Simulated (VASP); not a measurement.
# Bi2Se3 (Paraguanajuatite): input slips in a band-gap run and what they do

Some runs for the gap of Bi2Se3 (Paraguanajuatite) get a fault in the input on purpose. Which of them show, and how? The starting structure is a measured crystal structure from the Crystallography Open Database. The atoms were first relaxed with LDA in that cell, in a run that isn't shown, and the relaxed structure is the one below.

Program: VASP 6.6.1. Level of theory: Kohn-Sham DFT with plane waves and PAW; LDA. Results are calculated unless marked as measured.

**1. Starting point**

It takes space group R-3m (No. 166, trigonal). The conventional cell has a = 4.143 Å, b = 4.143 Å, c = 28.636 Å, α = 90.00°, β = 90.00°, γ = 120.00°. Nearest to Bi lie 6 Se at 2.86 to 3.06 Å. Se has 3 Bi at 2.86 Å nearest. Nearest to Se lie 6 Bi at 3.06 Å. Farther neighbours and most contacts between anions are not listed.

**2. Reference bands**

Input file INCAR:

```
SYSTEM = Bi2Se3
PREC = Accurate
ENCUT = 350
EDIFF = 1E-06
NELM = 100
ISMEAR = 0
SIGMA = 0.03
LREAL = .FALSE.
ALGO = Normal
GGA = CA
NBANDS = 39
LORBIT = 11
LWAVE = .FALSE.
LCHARG = .FALSE.
KPAR = 8
LASPH = .TRUE.
```

Input file POSCAR:

```
Bi2Se3
1.0
   -4.1430000000      0.0000000000      0.0000000000
    2.0715000000     -3.5879432479      0.0000000000
    2.0715000000      1.1959810826      9.5453333333
Bi Se
2 3
Direct
    0.2001387803      0.6000693902      0.8002081705
    0.7998612197      0.3999306098      0.1997918295
    0.5753992533      0.7876996266      0.3630988799
    0.4246007467      0.2123003734      0.6369011201
    0.0000000000      0.0000000000      0.0000000000
```

Input file KPOINTS:

```
Automatic mesh
0
Gamma
6 6 6
0 0 0
```

Input file KPOINTS_OPT:

```
Line mode
8
Line-mode
Reciprocal
  0.00000000   0.00000000   0.00000000 GAMMA
  0.00000000  -0.50000000   0.00000000 L

  0.00000000  -0.50000000   0.00000000 L
 -0.35426507  -0.32286747   0.17713253 B1

 -0.32286747  -0.32286747  -0.17713253 B
  0.00000000   0.00000000  -0.50000000 Z

  0.00000000   0.00000000  -0.50000000 Z
  0.00000000   0.00000000   0.00000000 GAMMA

  0.00000000   0.00000000   0.00000000 GAMMA
 -0.33856627  -0.33856627   0.33856627 X

 -0.33856627  -0.32286747   0.00000000 Q
 -0.50000000   0.00000000   0.00000000 F

 -0.50000000   0.00000000   0.00000000 F
 -0.48430120   0.00000000  -0.17713253 P1

 -0.48430120   0.00000000  -0.17713253 P1
  0.00000000   0.00000000  -0.50000000 Z

  0.00000000  -0.50000000   0.00000000 L
  0.00000000  -0.48430120  -0.33856627 P
```

PAW data sets: Bi_d and Se (LDA family, release 64).

Launch:

```console
$ mpirun -np 8 vasp_std
```

The log of the run:

```text
[banner, memory and clock lines left out]
running    8 mpi-ranks, on    1 nodes
 distrk:  each k-point on    1 cores,    8 groups
 distr:  one band on    1 cores,    1 groups

 POSCAR found type information on POSCAR BiSe
 POSCAR found :  2 types and       5 ions
|                                                                             |
|           W    W    AA    RRRRR   N    N  II  N    N   GGGG   !!!           |
|           W    W   A  A   R    R  NN   N  II  NN   N  G    G  !!!           |
|           W    W  A    A  R    R  N N  N  II  N N  N  G       !!!           |
|           W WW W  AAAAAA  RRRRR   N  N N  II  N  N N  G  GGG   !            |
|           WW  WW  A    A  R   R   N   NN  II  N   NN  G    G                |
|           W    W  A    A  R    R  N    N  II  N    N   GGGG   !!!           |
|                                                                             |
|     For optimal performance we recommend to set                             |
|       NCORE = 2 up to number-of-cores-per-socket                            |
|     NCORE specifies how many cores store one orbital (NPAR=cpu/NCORE).      |
|     This setting can greatly improve the performance of VASP for DFT.       |
|     The default, NCORE=1 might be grossly inefficient on modern             |
|     multi-core architectures or massively parallel machines. Do your        |
|     Unfortunately you need to use the default for GW and RPA                |
|     calculations (for HF NCORE is supported but not extensively tested      |
|     yet).                                                                   |
|                                                                             |

 LDA part: xc-table for (Slater(with rela. corr.)+CA(PZ))
 , standard interpolation
 POSCAR, INCAR and KPOINTS ok, starting setup
 FFT: planning ... GRIDC
 FFT: planning ... GRID_SOFT
 FFT: planning ... GRID
 WAVECAR not read
 entering main loop
       N       E                     dE             d eps       ncg     rms          rms(c)
DAV:   1     0.405498960482E+03    0.40550E+03   -0.17780E+04  2496   0.966E+02
DAV:   2     0.224009792674E+02   -0.38310E+03   -0.36130E+03  2612   0.299E+02
DAV:   3    -0.224616014750E+02   -0.44863E+02   -0.43439E+02  3082   0.117E+02
DAV:   4    -0.241368586338E+02   -0.16753E+01   -0.16690E+01  2955   0.252E+01
DAV:   5    -0.241972217395E+02   -0.60363E-01   -0.60357E-01  3522   0.438E+00    0.527E+00
DAV:   6    -0.234141983960E+02    0.78302E+00   -0.72795E-01  3550   0.596E+00    0.329E+00
DAV:   7    -0.234021446633E+02    0.12054E-01   -0.26905E-01  2862   0.195E+00    0.176E+00
DAV:   8    -0.233973346671E+02    0.48100E-02   -0.36624E-02  2969   0.899E-01    0.486E-01
DAV:   9    -0.233965700374E+02    0.76463E-03   -0.23404E-03  3271   0.270E-01    0.107E-01
DAV:  10    -0.233965686485E+02    0.13890E-05   -0.39205E-04  2956   0.954E-02    0.483E-02
DAV:  11    -0.233965717383E+02   -0.30898E-05   -0.49489E-05  3146   0.422E-02    0.218E-02
DAV:  12    -0.233965748249E+02   -0.30866E-05   -0.18966E-05  2661   0.172E-02    0.685E-03
DAV:  13    -0.233965746254E+02    0.19947E-06   -0.12782E-06  2050   0.698E-03
   1 F= -.23396575E+02 E0= -.23396567E+02  d E =-.156615E-04
 Start KPOINTS_OPT (optional k-point list driver)
k-point batch [1-32\72]
       N       E                     dE             ncg
DAV:   1     0.121856649200E+04   -0.19598E+05     2496
DAV:   2    -0.109427461210E+05   -0.12161E+05     2604
DAV:   3    -0.123717432880E+05   -0.14290E+04     3067
DAV:   4    -0.124253242327E+05   -0.53581E+02     2948
DAV:   5    -0.124272494662E+05   -0.19252E+01     3557
DAV:   6    -0.124272866640E+05   -0.37198E-01     3323
DAV:   7    -0.124272874466E+05   -0.78268E-03     3581
DAV:   8    -0.124272874582E+05   -0.11598E-04     3084
DAV:   9    -0.124272874585E+05   -0.29950E-06     1910
[...]
k-point batch [65-72\72]
       N       E                     dE             ncg
DAV:   1     0.240989379792E+05   -0.93603E+04      624
DAV:   2     0.211116387348E+05   -0.29873E+04      664
DAV:   3     0.207774488584E+05   -0.33419E+03      751
DAV:   4     0.207659360166E+05   -0.11513E+02      744
DAV:   5     0.207654551465E+05   -0.48087E+00      914
DAV:   6     0.207654481984E+05   -0.69481E-02      824
DAV:   7     0.207654480162E+05   -0.18219E-03      921
DAV:   8     0.207654480134E+05   -0.27857E-05      736
DAV:   9     0.207654480133E+05   -0.10388E-06      473
```

The job ended after 26 s (8 MPI ranks of AMD EPYC 7R43, shared host; peak memory 2 GiB; 3.3 min of CPU time).

Lines that name or quote the potential files are left out of all logs, and their timing lines are given in words.

Parts of OUTCAR (step 2):

```text
ion  position               nearest neighbor table
   1  0.200  0.600  0.800-   4 2.86   4 2.86   4 2.86   5 3.06   5 3.06   5 3.06
   2  0.800  0.400  0.200-   3 2.86   3 2.86   3 2.86   5 3.06   5 3.06   5 3.06
   3  0.575  0.788  0.363-   2 2.86   2 2.86   2 2.86
   4  0.425  0.212  0.637-   1 2.86   1 2.86   1 2.86
   5  0.000  0.000  0.000-   1 3.06   2 3.06   2 3.06   1 3.06   2 3.06   1 3.06

  LATTYP: Found a trigonal (rhomboedric) cell.
 ALAT       =     9.8404710987
 COS(alpha) =     0.9113725833

 Subroutine GETGRP returns: Found 12 space group operations
 (whereof 12 operations were pure point group operations)

The static configuration has the point symmetry D_3d.

 Found     32 irreducible k-points:

   k-points           NKPTS =     32   k-points in BZ     NKDIM =     32   number of bands    NBANDS=     39

   dimension x,y,z NGX =    28 NGY =   28 NGZ =   60
   dimension x,y,z NGXF=    56 NGYF=   56 NGZF=  120

   ENCUT  =  350.0 eV  25.72 Ry    5.07 a.u.   6.32  6.32 15.01*2*pi/ulx,y,z

   NELECT =      48.0000    total number of electrons

 k-points in reciprocal lattice and weights: Automatic mesh
   0.00000000  0.00000000  0.00000000       0.005
   0.16666667  0.00000000 -0.00000000       0.028
   0.33333333 -0.00000000 -0.00000000       0.028
   0.50000000 -0.00000000 -0.00000000       0.014
   0.00000000  0.16666667 -0.00000000       0.028
   0.16666667  0.16666667 -0.00000000       0.056
   0.33333333  0.16666667 -0.00000000       0.056
   0.00000000  0.33333333 -0.00000000       0.028
   0.16666667  0.33333333 -0.00000000       0.056
[...]
0.16666667  0.16666667  0.33333333       0.028
   0.00000000  0.00000000  0.50000000       0.005

 average (electrostatic) potential at core
       1-106.3662       2-106.3662       3 -59.3693       4 -59.3693       5 -59.2545

 E-fermi :   4.8739

 k-point     1 :       0.0000    0.0000    0.0000
  band No.  band energies     occupation
    ...
     20       3.0172      2.00000
     21       3.0172      2.00000
     22       3.6317      2.00000
     23       3.6317      2.00000
     24       4.8284      1.96815
     25       4.9195      0.03185
     26       6.1540      0.00000
     27       6.1540      0.00000
     28       6.8835      0.00000
     29       7.5096      0.00000
    ...

 k-point     2 :       0.1667    0.0000   -0.0000
  band No.  band energies     occupation
    ...
     20       2.9913      2.00000
     21       3.1915      2.00000
     22       3.4728      2.00000
     23       3.9589      2.00000
     24       4.2227      2.00000
     25       6.0259      0.00000
     26       6.4234      0.00000
     27       6.7105      0.00000
     28       7.1019      0.00000
     29       7.7286      0.00000
    ...

 k-point     3 :       0.3333   -0.0000   -0.0000
  band No.  band energies     occupation
    ...
     20       2.4861      2.00000
     21       2.5884      2.00000
     22       3.1916      2.00000
     23       3.3028      2.00000
     24       3.5183      2.00000
     25       6.3830      0.00000
     26       7.2570      0.00000
     27       7.6036      0.00000
     28       7.7021      0.00000
     29       8.1566      0.00000
    ...

  Total       -1.6264009     -1.6264009     -1.5269681     -0.0000000      0.0000000      0.0000000
  in kB      -18.3648169    -18.3648169    -17.2420517     -0.0000000      0.0000000      0.0000000
  external PRESSURE =     -17.9905618 kB  Pullay stress =       0.0000000 kB

  energy-cutoff  :      350.00
  volume of cell :      141.89
      direct lattice vectors                 reciprocal lattice vectors
    -4.143000000  0.000000000  0.000000000    -0.241370987 -0.139355604  0.069842157
     2.071500000 -3.587943248  0.000000000     0.000000000 -0.278711209  0.034921078
     2.071500000  1.195981083  9.545333333     0.000000000  0.000000000  0.104763235

 POSITION                                       TOTAL-FORCE (eV/Angst)
 -----------------------------------------------------------------------------------
      2.07150     -1.19598      7.63825         0.000000     -0.000000      0.006096
     -2.07150     -1.19598      1.90708        -0.000000      0.000000     -0.006096
     -0.00000     -2.39196      3.46590        -0.000000     -0.000000      0.002950
      0.00000     -0.00000      6.07943         0.000000      0.000000     -0.002950
      0.00000      0.00000      0.00000         0.000000      0.000000      0.000000
 -----------------------------------------------------------------------------------
    total drift:                               -0.000000      0.000000     -0.000000

  FREE ENERGIE OF THE ION-ELECTRON SYSTEM (eV)
  ---------------------------------------------------
  free  energy   TOTEN  =       -23.3965746254 eV

  energy  without entropy=      -23.3965589640  energy(sigma->0) =      -23.39656679

 total charge
# of ion       s       p       d       tot
------------------------------------------
    1        1.618   1.088   9.958  12.664
    2        1.618   1.088   9.958  12.664
    3        1.496   2.252   0.023   3.771
    4        1.496   2.252   0.023   3.771
    5        1.479   2.315   0.022   3.815
--------------------------------------------------
tot          7.707   8.996  19.983  36.685

[... 3 further parts left out ...]
```

Spin-orbit coupling is off here; with elements this heavy it can split and shift levels by tenths of an eV, and by up to about 1 eV where a band edge is a 6p state.

The reference gap is 0.091 eV.

**3. Bands with one electron missing**

A slip made on purpose: one electron missing. Against step 2 the input has NELECT = 47 (also changed: NELM).

INCAR: that of step 2 with these lines changed.

```diff
@@ -4,3 +4,3 @@
 EDIFF = 1E-06
-NELM = 100
+NELM = 60
 ISMEAR = 0
@@ -16 +16,2 @@
 LASPH = .TRUE.
+NELECT = 47
```

POSCAR is that of step 2.

KPOINTS is that of step 2.

KPOINTS_OPT is that of step 2.

Launch:

```console
$ mpirun -np 8 vasp_std
```

The log of the run:

```text
[banner, memory and clock lines left out]
running    8 mpi-ranks, on    1 nodes
[...]
[... a notice as in an earlier step ...]

 LDA part: xc-table for (Slater(with rela. corr.)+CA(PZ))
 , standard interpolation
 POSCAR, INCAR and KPOINTS ok, starting setup
[...]
entering main loop
       N       E                     dE             d eps       ncg     rms          rms(c)
DAV:   1     0.390889155971E+03    0.39089E+03   -0.17271E+04  2496   0.930E+02
DAV:   2     0.166202984765E+02   -0.37427E+03   -0.35361E+03  2612   0.294E+02
DAV:   3    -0.264773401676E+02   -0.43098E+02   -0.42009E+02  3082   0.114E+02
DAV:   4    -0.280791185999E+02   -0.16018E+01   -0.15877E+01  2955   0.246E+01
DAV:   5    -0.281369198065E+02   -0.57801E-01   -0.57795E-01  3522   0.427E+00BRMIX: very serious problems
 the old and the new charge density differ
 old charge density:    48.00000 new   47.00000
BRMIX: very serious problems
 the old and the new charge density differ
 old charge density:    48.00000 new   47.00000
BRMIX: very serious problems
[...]
1 F= -.27657040E+02 E0= -.27656238E+02  d E =-.160497E-02
 Start KPOINTS_OPT (optional k-point list driver)
k-point batch [1-32\72]
       N       E                     dE             ncg
DAV:   1     0.540306825205E+03   -0.19604E+05     2496
DAV:   2    -0.112644501216E+05   -0.11805E+05     2605
DAV:   3    -0.126382596863E+05   -0.13738E+04     3039
DAV:   4    -0.126889809490E+05   -0.50721E+02     2932
DAV:   5    -0.126908414399E+05   -0.18605E+01     3573
DAV:   6    -0.126908771635E+05   -0.35724E-01     3298
DAV:   7    -0.126908779009E+05   -0.73738E-03     3576
DAV:   8    -0.126908779121E+05   -0.11164E-04     3090
DAV:   9    -0.126908779123E+05   -0.27405E-06     1894
[...]
k-point batch [65-72\72]
       N       E                     dE             ncg
DAV:   1     0.231356426429E+05   -0.92080E+04      624
DAV:   2     0.202382149413E+05   -0.28974E+04      664
DAV:   3     0.199146327691E+05   -0.32358E+03      743
DAV:   4     0.199035376291E+05   -0.11095E+02      744
DAV:   5     0.199030851531E+05   -0.45248E+00      937
DAV:   6     0.199030783848E+05   -0.67683E-02      808
DAV:   7     0.199030782141E+05   -0.17077E-03      944
DAV:   8     0.199030782115E+05   -0.25679E-05      720
DAV:   9     0.199030782114E+05   -0.87894E-07      480
```

Run time: 24 s. Hardware: 8 MPI ranks; peak memory 2 GiB; 3.1 min of CPU time.

Parts of OUTCAR (step 3):

```text
  Total      -13.2115854    -13.2115854    -13.7639178      0.0000000      0.0000000      0.0000000
  in kB     -149.1811397   -149.1811397   -155.4179071      0.0000000      0.0000000      0.0000000
  external PRESSURE =    -151.2600622 kB  Pullay stress =       0.0000000 kB

 POSITION                                       TOTAL-FORCE (eV/Angst)
 -----------------------------------------------------------------------------------
      2.07150     -1.19598      7.63825        -0.000000      0.000000     -0.088208
     -2.07150     -1.19598      1.90708        -0.000000     -0.000000      0.088208
     -0.00000     -2.39196      3.46590        -0.000000     -0.000000      0.097316
      0.00000     -0.00000      6.07943         0.000000      0.000000     -0.097316
      0.00000      0.00000      0.00000        -0.000000      0.000000      0.000000
 -----------------------------------------------------------------------------------
    total drift:                               -0.000000      0.000000     -0.000000

  FREE ENERGIE OF THE ION-ELECTRON SYSTEM (eV)
  ---------------------------------------------------
  free  energy   TOTEN  =       -27.6570404870 eV

  energy  without entropy=      -27.6554355130  energy(sigma->0) =      -27.65623800

[... 2 parts as in an earlier step ...]

[... 1 further part left out ...]
[key lines of the parts left out:]
E-fermi :   4.0837
```

With one electron missing there is no gap to read, since by its occupations the run counts as a metal (its levels may still leave one).

**4. Bands with no empty bands**

A slip made on purpose: no empty bands. Against step 2 the input has NBANDS = 24 and no band path (also changed: NELM).

INCAR: that of step 3 with these lines changed.

```diff
@@ -10,3 +10,3 @@
 GGA = CA
-NBANDS = 39
+NBANDS = 24
 LORBIT = 11
@@ -16,2 +16 @@
 LASPH = .TRUE.
-NELECT = 47
```

POSCAR is that of step 3.

KPOINTS is that of step 3.

Launch:

```console
$ mpirun -np 8 vasp_std
```

The log of the run:

```text
[... set-up lines as in an earlier step ...]
 entering main loop
       N       E                     dE             d eps       ncg     rms          rms(c)
DAV:   1     0.424448766829E+03    0.42445E+03   -0.19269E+04  1536   0.158E+03
DAV:   2     0.227863043037E+02   -0.40166E+03   -0.40166E+03  1800   0.440E+02
DAV:   3    -0.222388417988E+02   -0.45025E+02   -0.45025E+02  2032   0.154E+02
DAV:   4    -0.240517011672E+02   -0.18129E+01   -0.18129E+01  1712   0.329E+01
[...]
DAV:  12    -0.233965717714E+02    0.12799E-05   -0.22381E-04  1888   0.762E-02    0.151E-02
DAV:  13    -0.233965711232E+02    0.64823E-06   -0.67757E-05  1600   0.442E-02    0.386E-03
DAV:  14    -0.233965716039E+02   -0.48072E-06   -0.93394E-06  1256   0.120E-02
 -----------------------------------------------------------------------------
|                                                                             |
|           W    W    AA    RRRRR   N    N  II  N    N   GGGG   !!!           |
|           W    W   A  A   R    R  NN   N  II  NN   N  G    G  !!!           |
|           W    W  A    A  R    R  N N  N  II  N N  N  G       !!!           |
|           W WW W  AAAAAA  RRRRR   N  N N  II  N  N N  G  GGG   !            |
|           WW  WW  A    A  R   R   N   NN  II  N   NN  G    G                |
|           W    W  A    A  R    R  N    N  II  N    N   GGGG   !!!           |
|                                                                             |
|     Your highest band is occupied at some k-points! Unless you are          |
|     performing a calculation for an insulator or semiconductor, without     |
|     unoccupied bands, you have included TOO FEW BANDS!! Please increase     |
|     the parameter NBANDS in file INCAR to ensure that the highest band      |
|     is unoccupied at all k-points. It is always recommended to include      |
|     a few unoccupied bands to accelerate the convergence of                 |
|     molecular-dynamics runs (even for insulators or semiconductors),        |
|     since the presence of unoccupied bands improves wavefunction            |
|     prediction and helps to suppress 'band-crossings'.                      |
|                                                                             |
 -----------------------------------------------------------------------------

   1 F= -.23396572E+02 E0= -.23396572E+02  d E =-.204302E-13
```

Elapsed: 8.2 s, on 8 MPI ranks; peak memory 1.4 GiB; 61 s of CPU time.

From OUTCAR (step 4):

```text
  Total       -1.6266947     -1.6266947     -1.5279114      0.0000000      0.0000000      0.0000000
  in kB      -18.3681344    -18.3681344    -17.2527038      0.0000000      0.0000000      0.0000000
  external PRESSURE =     -17.9963242 kB  Pullay stress =       0.0000000 kB

 POSITION                                       TOTAL-FORCE (eV/Angst)
 -----------------------------------------------------------------------------------
      2.07150     -1.19598      7.63825         0.000000     -0.000000      0.006172
     -2.07150     -1.19598      1.90708        -0.000000      0.000000     -0.006172
     -0.00000     -2.39196      3.46590        -0.000000     -0.000000      0.003097
      0.00000     -0.00000      6.07943        -0.000000      0.000000     -0.003097
      0.00000      0.00000      0.00000        -0.000000      0.000000      0.000000
 -----------------------------------------------------------------------------------
    total drift:                               -0.000000      0.000000     -0.000000

  FREE ENERGIE OF THE ION-ELECTRON SYSTEM (eV)
  ---------------------------------------------------
  free  energy   TOTEN  =       -23.3965716039 eV

  energy  without entropy=      -23.3965716039  energy(sigma->0) =      -23.39657160

[... 1 part as in an earlier step ...]

[... 2 further parts left out ...]
[key lines of the parts left out:]
E-fermi :   4.9694
```

The run converges, yet it holds no empty band, so no gap can be read from it.

(Continued in part 2 of 2.)

[Lines on the potential files, build, host, timing and source positions are cut from VASP's logs without a mark.]

[Logs are printed without paths, hosts, clocks, repeated set-up lines and the standing remarks that a program may print on its own settings, such as how far it seeks lower states.]

[Hosts, paths, dates, database ids (printed as entryN), source tags and the programs' standing remarks are cut or masked in the printed files.]
